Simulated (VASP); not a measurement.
# SnGe18H3 in VASP: relaxation of the atoms with PBEsol

Aim: the relaxation of the atoms of SnGe18H3 with PBEsol.

Program: VASP 6.6.1. These are calculated values, not measurements. Logs are shortened: lines on timing, memory, paths and dates and some standing lists are left out, and cuts for length are marked.

**1. The slab as given**

The cell holds a slab with vacuum, 66 atoms: a = 12.081 Å, b = 12.081 Å, c = 21.958 Å, α = 90.00°, β = 90.00°, γ = 120.00°.

**2. Relaxation of the atoms, PBEsol**

Contents of INCAR:

```
SYSTEM = SnGe18H3
PREC     = Accurate       ! precision mode
ENCUT    = 300            ! plane-wave cutoff, eV
EDIFF    = 1E-7           ! SCF threshold, eV
ISMEAR   = 0              ! smearing method
SIGMA    = 0.03           ! smearing width, eV
LREAL    = .FALSE.        ! projectors in reciprocal space
LASPH    = .TRUE.         ! aspherical terms in the spheres
NELM     = 80             ! most SCF steps
ALGO     = Normal         ! electronic algorithm
ISIF     = 2              ! what is computed and relaxed
LWAVE    = .FALSE.        ! write WAVECAR
LCHARG   = .FALSE.        ! write CHGCAR
GGA      = PS             ! functional
IBRION   = 2              ! ionic algorithm
NSW      = 60             ! ionic steps
EDIFFG   = -0.02          ! ionic threshold
KPAR     = 2
```

Contents of KPOINTS:

```
Automatic mesh
0
G
  3 3 1
  0 0 0
```

Contents of POSCAR:

```
SnGe18H3
1.0
   12.0809193600      0.0000000000      0.0000000000
   -6.0404596800     10.4623830600      0.0000000000
    0.0000000000      0.0000000000     21.9580220100
Ge H Sn
54 9 3
Selective dynamics
Direct
    0.0076464400      0.0152928800      0.7039806200  T T T
    0.0076464400      0.3256868900      0.7039806200  T T T
   -0.0152928800      0.6590202300      0.7039806200  T T T
    0.3409797700     -0.0076464400      0.7039806200  T T T
    0.3180404500      0.3256868900      0.7039806200  T T T
    0.3409797700      0.6819595500      0.7039806200  T T T
    0.6513737900     -0.0076464400      0.7039806200  T T T
    0.6743131100      0.3486262100      0.7039806200  T T T
    0.6743131100      0.6590202300      0.7039806200  T T T
    0.1111111100      0.2222222200      0.6460518000  T T T
    0.1111111100      0.5555555600      0.6665454500  T T T
    0.1111111100      0.8888888900      0.6665454500  T T T
    0.4444444400      0.2222222200      0.6665454500  T T T
    0.4444444400      0.5555555600      0.6665454500  T T T
    0.4444444400      0.8888888900      0.6460518000  T T T
    0.7777777800      0.2222222200      0.6665454500  T T T
    0.7777777800      0.5555555600      0.6460518000  T T T
    0.7777777800      0.8888888900      0.6665454500  T T T
    0.1111111100      0.2222222200      0.5542399100  T T T
    0.1111111100      0.5555555600      0.5542399100  T T T
    0.1111111100      0.8888888900      0.5542399100  T T T
    0.4444444400      0.2222222200      0.5542399100  T T T
    0.4444444400      0.5555555600      0.5542399100  T T T
    0.4444444400      0.8888888900      0.5542399100  T T T
    0.7777777800      0.2222222200      0.5542399100  T T T
    0.7777777800      0.5555555600      0.5542399100  T T T
    0.7777777800      0.8888888900      0.5542399100  T T T
    0.2222222200      0.1111111100      0.5168047400  T T T
    0.2222222200      0.4444444400      0.5168047400  T T T
    0.2222222200      0.7777777800      0.5168047400  T T T
    0.5555555600      0.1111111100      0.5168047400  T T T
    0.5555555600      0.4444444400      0.5168047400  T T T
    0.5555555600      0.7777777800      0.5168047400  T T T
    0.8888888900      0.1111111100      0.5168047400  T T T
    0.8888888900      0.4444444400      0.5168047400  T T T
    0.8888888900      0.7777777800      0.5168047400  T T T
    0.2222222200      0.1111111100      0.4044992000  F F F
    0.2222222200      0.4444444400      0.4044992000  F F F
    0.2222222200      0.7777777800      0.4044992000  F F F
    0.5555555600      0.1111111100      0.4044992000  F F F
    0.5555555600      0.4444444400      0.4044992000  F F F
    0.5555555600      0.7777777800      0.4044992000  F F F
    0.8888888900      0.1111111100      0.4044992000  F F F
    0.8888888900      0.4444444400      0.4044992000  F F F
    0.8888888900      0.7777777800      0.4044992000  F F F
    0.0000000000      0.0000000000      0.3670640300  F F F
    0.0000000000      0.3333333300      0.3670640300  F F F
    0.0000000000      0.6666666700      0.3670640300  F F F
    0.3333333300      0.0000000000      0.3670640300  F F F
    0.3333333300      0.3333333300      0.3670640300  F F F
    0.3333333300      0.6666666700      0.3670640300  F F F
    0.6666666700      0.0000000000      0.3670640300  F F F
    0.6666666700      0.3333333300      0.3670640300  F F F
    0.6666666700      0.6666666700      0.3670640300  F F F
    0.0000000000      0.0000000000      0.2960193800  F F F
    0.0000000000      0.3333333300      0.2960193800  F F F
    0.0000000000      0.6666666700      0.2960193800  F F F
    0.3333333300      0.0000000000      0.2960193800  F F F
    0.3333333300      0.3333333300      0.2960193800  F F F
    0.3333333300      0.6666666700      0.2960193800  F F F
    0.6666666700      0.0000000000      0.2960193800  F F F
    0.6666666700      0.3333333300      0.2960193800  F F F
    0.6666666700      0.6666666700      0.2960193800  F F F
    0.1111111100      0.2222222200      0.7977959900  T T T
    0.4444444400      0.8888888900      0.7823119000  T T T
    0.7777777800      0.5555555600      0.7823119000  T T T
```

Potentials or basis: VASP PAW PBE potentials, release 64 (Ge, H, Sn).

The run is started by

```console
cat potpaw_PBE.64/Ge/POTCAR potpaw_PBE.64/H/POTCAR potpaw_PBE.64/Sn/POTCAR > POTCAR
mpirun -np 8 vasp_std > vasp.out
```

OUTCAR:

```text
SYSTEM = SnGe18H3
   PREC = Accurate
   ENCUT = 300
   EDIFF = 1E-7
   ISMEAR = 0
   LREAL = .FALSE.
   LASPH = .TRUE.
   NELM = 80
   ISIF = 2
   GGA = PS
   IBRION = 2
   NSW = 60
   EDIFFG = -0.02

 ion  position               nearest neighbor table
   1  0.008  0.015  0.704-  10 2.51  12 2.55  18 2.55  64 2.99
   2  0.008  0.326  0.704-  10 2.51  16 2.55  11 2.55  64 2.99
   3  0.985  0.659  0.704-  17 2.51  12 2.55  11 2.55  66 2.77
   4  0.341  0.992  0.704-  15 2.51  13 2.55  12 2.55  65 2.77
   5  0.318  0.326  0.704-  10 2.51  13 2.55  14 2.55  64 2.99
   6  0.341  0.682  0.704-  15 2.51  11 2.55  14 2.55  65 2.77
   7  0.651  0.992  0.704-  15 2.51  16 2.55  18 2.55  65 2.77
   8  0.674  0.349  0.704-  17 2.51  16 2.55  13 2.55  66 2.77
   9  0.674  0.659  0.704-  17 2.51  18 2.55  14 2.55  66 2.77
  10  0.111  0.222  0.646-  19 2.02   1 2.51   5 2.51   2 2.51  64 3.33
  11  0.111  0.556  0.667-  20 2.47   6 2.55   3 2.55   2 2.55
  12  0.111  0.889  0.667-  21 2.47   3 2.55   1 2.55   4 2.55
  13  0.444  0.222  0.667-  22 2.47   4 2.55   5 2.55   8 2.55
  14  0.444  0.556  0.667-  23 2.47   6 2.55   5 2.55   9 2.55
  15  0.444  0.889  0.646-  24 2.02   6 2.51   4 2.51   7 2.51  65 2.99
  16  0.778  0.222  0.667-  25 2.47   7 2.55   8 2.55   2 2.55
  17  0.778  0.556  0.646-  26 2.02   9 2.51   3 2.51   8 2.51  66 2.99
[... 35 lines left out ...]
  53  0.667  0.333  0.367-  62 1.56  40 2.47  41 2.47  44 2.47
  54  0.667  0.667  0.367-  63 1.56  45 2.47  42 2.47  41 2.47
  55  0.000  0.000  0.296-  46 1.56
  56  0.000  0.333  0.296-  47 1.56
  57  0.000  0.667  0.296-  48 1.56
  58  0.333  0.000  0.296-  49 1.56
  59  0.333  0.333  0.296-  50 1.56
  60  0.333  0.667  0.296-  51 1.56
  61  0.667  0.000  0.296-  52 1.56
  62  0.667  0.333  0.296-  53 1.56
  63  0.667  0.667  0.296-  54 1.56
  64  0.111  0.222  0.798-   1 2.99   5 2.99   2 2.99  10 3.33
  65  0.444  0.889  0.782-   6 2.77   4 2.77   7 2.77  15 2.99
  66  0.778  0.556  0.782-   3 2.77   9 2.77   8 2.77  17 2.99

  LATTYP: Found a hexagonal cell.
 ALAT       =    12.0809193600
 C/A-ratio  =     1.8175787252

  Lattice vectors:

 A1 = (  12.0809193600,   0.0000000000,   0.0000000000)
 A2 = (  -6.0404596800,  10.4623830600,   0.0000000000)
 A3 = (   0.0000000000,   0.0000000000,  21.9580220100)

Analysis of symmetry for initial positions (statically):
=====================================================================
 Subroutine PRICEL returns:
 Original cell was already a primitive cell.

 Routine SETGRP: Setting up the symmetry group for a
 hexagonal supercell.

 Subroutine GETGRP returns: Found  6 space group operations
 (whereof  2 operations were pure point group operations)
 out of a pool of 24 trial point group operations.

The static configuration has the point symmetry C_1h.
 The point group associated with its full space group is C_3v.

Analysis of symmetry for dynamics (positions and initial velocities):
=====================================================================
 Subroutine PRICEL returns:
 Original cell was already a primitive cell.

 Routine SETGRP: Setting up the symmetry group for a
 hexagonal supercell.

 Subroutine GETGRP returns: Found  6 space group operations
 (whereof  2 operations were pure point group operations)
 out of a pool of 24 trial point group operations.

The dynamic configuration has the point symmetry C_1h.
 The point group associated with its full space group is C_3v.

Analysis of constrained symmetry for selective dynamics:
[... 209 lines left out ...]
   PREC   = accura    normal or accurate (medium, high low for compatibility)
   ISTART =      0    job   : 0-new  1-cont  2-samecut
   ICHARG =      2    charge: 1-file 2-atom 10-const
   ISPIN  =      1    spin polarized calculation?
   LNONCOLLINEAR =      F non collinear calculations
   LSORBIT =      F    spin-orbit coupling
   LASPH  =      T    aspherical Exc in radial PAW
   ENCUT  =  300.0 eV  22.05 Ry    4.70 a.u.  17.06 17.06 31.01*2*pi/ulx,y,z
   NELM   =     80;   NELMIN=  2; NELMDL= -5     # of ELM steps
   EDIFF  = 0.1E-06   stopping-criterion for ELM
   LREAL  =      F    real-space projection
   EDIFFG = -.2E-01   stopping-criterion for IOM
   NSW    =     60    number of steps for IOM
   IBRION =      2    ionic relax: 0-MD 1-quasi-New 2-CG
   NFREE  =      1    steps in history (QN), initial steepest desc. (CG)
   ISIF   =      2    stress and relaxation
   ISYM   =      2    0-nonsym 1-usesym 2-fastsym
   POTIM  = 0.5000    time-step for ionic-motion
   TEBEG  =    0.0;   TEEND  =   0.0 temperature during run
   PSTRESS=    0.0 pullay stress
   NELECT =     237.0000    total number of electrons
   NUPDOWN=      -1.0000    fix difference up-down
   EMIN   =  10.00;   EMAX   =-10.00  energy-range for DOS
   EFERMI =   0.00;   METHOD = LEGACY
   ISMEAR =     0;   SIGMA  =   0.03  broadening in eV -4-tet -1-fermi 0-gaus
   EFERMI_NEDOS =   21; number of points for ismear=-14 and -15
   IALGO  =     38    algorithm
   IMIX   =      4    mixing-type and parameters
     AMIX     =   0.40;   BMIX     =  1.00
     AMIX_MAG =   1.60;   BMIX_MAG =  1.00
  volume/ion in A,a.u.               =      42.05       283.78
  Fermi-wavevector in a.u.,A,eV,Ry     =   0.720913  1.362329  7.071164  0.519716
  Thomas-Fermi vector in A             =   1.810487
   LORBIT       =      0    0 simple, 1 ext, 2 COOP (PROOUT), +10 PAW based schemes
   GGA     = PS    functional components
   LHFCALC =     F    Hartree Fock is set to
   AEXX    =    0.0000 exact exchange contribution
   IVDW    =     0    specifies the selected vdW correction
   LEPSILON=     F    determine dielectric tensor
   LRPA    =     F    only Hartree local field effects (RPA)
 conjugate gradient relaxation of ions
 non-spin polarized calculation
 Gauss-broadening in eV      SIGMA  =   0.03
  energy-cutoff  :      300.00
  volume of cell :     2775.39
 maximum number of plane-waves:     32775
 NGX is ok and might be reduce to    70
   NGX = 35   NGY = 35   NGZ = 63

--------------------------------------- Ionic step        1  -------------------------------------------

 number of electron     237.0000002 magnetization

 Free energy of the ion-electron system (eV)
  ---------------------------------------------------
  ext. energy  EPLUGINS =         0.00000000
  ---------------------------------------------------
  free energy    TOTEN  =      -293.09712037 eV

  energy without entropy =     -293.08682725  energy(sigma->0) =     -293.09197381

------------------------ aborting loop because EDIFF is reached ----------------------------------------

  FORCE on cell =-STRESS in cart. coord.  units (eV):
  Direction    XX          YY          ZZ          XY          YZ          ZX
  --------------------------------------------------------------------------------------
  -------------------------------------------------------------------------------------
  Total      -15.2061368    -15.2061367     43.2678504      0.0000000      0.0000000      0.0000000
  in kB       -8.7782037     -8.7782037     24.9776792      0.0000000      0.0000000      0.0000000
  external PRESSURE =       2.4737573 kB  Pullay stress =       0.0000000 kB
[... 281 lines left out ...]
  FREE ENERGIE OF THE ION-ELECTRON SYSTEM (eV)
  ---------------------------------------------------
  free  energy   TOTEN  =      -296.3102636792 eV

  energy  without entropy=     -296.2982122668  energy(sigma->0) =     -296.30423797

[... ionic steps 4 to 23 ...]

--------------------------------------- Ionic step       24  -------------------------------------------

 number of electron     236.9999983 magnetization

------------------------ aborting loop because EDIFF is reached ----------------------------------------
[... 195 lines left out ...]
--------------------------------------- Ionic step       26  -------------------------------------------

 number of electron     236.9999982 magnetization

 Free energy of the ion-electron system (eV)
  ---------------------------------------------------
  ext. energy  EPLUGINS =         0.00000000
  ---------------------------------------------------
  free energy    TOTEN  =      -297.01140252 eV

  energy without entropy =     -297.00353216  energy(sigma->0) =     -297.00746734

 E-fermi :  -0.5608     XC(G=0):  -5.2209

 val. band max:       -0.5911617502   @ k =   0.3333  -0.0000   0.0000
 cond. band min:      -0.5596839066   @ k =   0.0000   0.0000   0.0000
 fundamental gap:      0.0314778436
 Fermi energy:        -0.5607535031

 k-point     1 :       0.0000    0.0000    0.0000
  band No.  band energies     occupation
      1     -12.7954      2.00000
      2     -12.1770      2.00000
      3     -11.8270      2.00000
      4     -11.8130      2.00000
      5     -11.6095      2.00000
      6     -11.6095      2.00000
[... 388 lines left out ...]
    129       1.3016      0.00000
    130       1.3385      0.00000
 [bands above 130 left out]

------------------------ aborting loop because EDIFF is reached ----------------------------------------

  FORCE on cell =-STRESS in cart. coord.  units (eV):
  Direction    XX          YY          ZZ          XY          YZ          ZX
  --------------------------------------------------------------------------------------
  -------------------------------------------------------------------------------------
  Total      -11.0099247    -11.0099247     -1.3697315     -0.0000000      0.0000000      0.0000000
  in kB       -6.3558130     -6.3558130     -0.7907191     -0.0000000      0.0000000      0.0000000
  external PRESSURE =      -4.5007817 kB  Pullay stress =       0.0000000 kB
[... 81 lines left out ...]
  FREE ENERGIE OF THE ION-ELECTRON SYSTEM (eV)
  ---------------------------------------------------
  free  energy   TOTEN  =      -297.0114025223 eV

  energy  without entropy=     -297.0035321645  energy(sigma->0) =     -297.00746734

 reached required accuracy - stopping structural energy minimisation
```

Run time: 2.3 h. Hardware: 8 MPI ranks of Intel Xeon Platinum 8488C (Sapphire Rapids), shared host; peak memory 0.63 GiB.

Results:

| Item | Value |
| --- | --- |
| Free energy | -297.0114 eV |
| Energy gained by relaxing | 59.3 meV/atom |
| Ionic steps | 26 |
| Band gap on the k mesh | none (metal or under the smearing width) |

Step by step:
```csv
step,energy change (eV),largest force (eV/Å),pressure (GPa)
1,0.0000,7.5278,0.25
2,-1.5399,4.1409,0.16
3,-3.2131,0.8427,-0.11
4,-3.5412,0.6814,-0.22
5,-3.6543,0.4824,-0.30
6,-3.7441,0.4232,-0.31
7,-3.7798,0.5078,-0.32
8,-3.8374,0.3860,-0.33
9,-3.8565,0.3590,-0.33
10,-3.8910,0.3341,-0.35
11,-3.8989,0.3349,-0.37
12,-3.9067,0.3373,-0.38
13,-3.9074,0.3368,-0.38
14,-3.9103,0.3339,-0.39
15,-3.9109,0.3314,-0.40
16,-3.9119,0.3278,-0.41
17,-3.9119,0.3276,-0.41
18,-3.9124,0.3258,-0.41
19,-3.9124,0.3250,-0.42
20,-3.9128,0.3239,-0.42
21,-3.9129,0.3210,-0.43
22,-3.9131,0.3221,-0.43
23,-3.9134,0.3219,-0.43
24,-3.9139,0.3212,-0.44
25,-3.9139,0.3213,-0.44
26,-3.9143,0.3212,-0.45
```

Final structure:
```
CELL_PARAMETERS angstrom
12.08092 0.00000 0.00000
-6.04046 10.46238 0.00000
0.00000 0.00000 21.95802
ATOMIC_POSITIONS crystal
Ge 0.00834 0.01667 0.70629
Ge 0.00834 0.32500 0.70629
Ge 0.98459 0.65896 0.70514
Ge 0.34105 0.99228 0.70515
Ge 0.31666 0.32500 0.70629
Ge 0.34105 0.68211 0.70515
Ge 0.65123 0.99228 0.70515
Ge 0.67437 0.34875 0.70514
Ge 0.67437 0.65896 0.70514
Ge 0.11111 0.22222 0.64965
Ge 0.11077 0.55477 0.67452
Ge 0.11077 0.88933 0.67452
Ge 0.44400 0.22256 0.67452
Ge 0.44400 0.55477 0.67452
Ge 0.44444 0.88889 0.64944
Ge 0.77856 0.22256 0.67452
Ge 0.77778 0.55556 0.64942
Ge 0.77856 0.88933 0.67452
Ge 0.11111 0.22222 0.54004
Ge 0.11112 0.55536 0.55960
Ge 0.11112 0.88909 0.55960
Ge 0.44424 0.22222 0.55960
Ge 0.44424 0.55536 0.55960
Ge 0.44444 0.88889 0.53967
Ge 0.77798 0.22222 0.55960
Ge 0.77778 0.55556 0.53961
Ge 0.77798 0.88909 0.55960
Ge 0.22529 0.10805 0.51638
Ge 0.22529 0.45058 0.51638
Ge 0.21564 0.77449 0.51655
Ge 0.55884 0.11769 0.51655
Ge 0.54908 0.44121 0.51649
Ge 0.55884 0.77449 0.51655
Ge 0.88276 0.10805 0.51638
Ge 0.89213 0.44121 0.51649
Ge 0.89213 0.78425 0.51649
Ge 0.22222 0.11111 0.40450
Ge 0.22222 0.44444 0.40450
Ge 0.22222 0.77778 0.40450
Ge 0.55556 0.11111 0.40450
Ge 0.55556 0.44444 0.40450
Ge 0.55556 0.77778 0.40450
Ge 0.88889 0.11111 0.40450
Ge 0.88889 0.44444 0.40450
Ge 0.88889 0.77778 0.40450
Ge 0.00000 0.00000 0.36706
Ge 0.00000 0.33333 0.36706
Ge 0.00000 0.66667 0.36706
Ge 0.33333 0.00000 0.36706
Ge 0.33333 0.33333 0.36706
Ge 0.33333 0.66667 0.36706
Ge 0.66667 0.00000 0.36706
Ge 0.66667 0.33333 0.36706
Ge 0.66667 0.66667 0.36706
H 0.00000 0.00000 0.29602
H 0.00000 0.33333 0.29602
H 0.00000 0.66667 0.29602
H 0.33333 0.00000 0.29602
H 0.33333 0.33333 0.29602
H 0.33333 0.66667 0.29602
H 0.66667 0.00000 0.29602
H 0.66667 0.33333 0.29602
H 0.66667 0.66667 0.29602
Sn 0.11111 0.22222 0.78932
Sn 0.44444 0.88889 0.78716
Sn 0.77778 0.55556 0.78711
```

Levels at points of the mesh, in eV from the Fermi level:
```csv
k point,band 114,band 115,band 116,band 117,band 118,band 119,band 120,band 121,band 122,band 123
"(0.00, 0.00, 0.00)",-0.46,-0.46,-0.32,-0.30,-0.08,0.00,0.00,0.35,0.52,0.79
```

Caveat: the cutoff is under 1.25 times the usual one of these potentials, so pressure, stress and relaxed cells hold a basis-set (Pulay) error; the PAW data sets were made with another functional, which shifts forces and pressure a little.
